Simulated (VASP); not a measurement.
```
BaHfO3
1.0
    4.07470     0.00000     0.00000
    0.00000     4.07470     0.00000
    0.00000     0.00000     4.07470
Ba Hf O
1 1 3
Direct
  0.00000   0.00000   0.00000
  0.50000   0.50000   0.50000
  0.50000   0.00000   0.50000
  0.00000   0.50000   0.50000
  0.50000   0.50000   0.00000
```

Calculation: SCAN meta-GGA, VASP's PBE PAW potentials (set 64) (plane waves; VASP 6.6.1). Settings: 520 eV cut-off, 5×5×5 Γ-centred mesh, Gaussian smearing of 0.050 eV, potentials Ba_sv Hf_pv O.

### Question
Give the stress tensor in GPa (positive for a compressed cell).

### Answer

```
12.61   0.00   0.00
 0.00  12.61   0.00
 0.00   0.00  12.61
```
The pressure is its mean diagonal, 12.61 GPa.

The compound is BaHfO3 in the cubic perovskite structure. This cell is one point of a volume scan, at 0.94 of the reference volume.
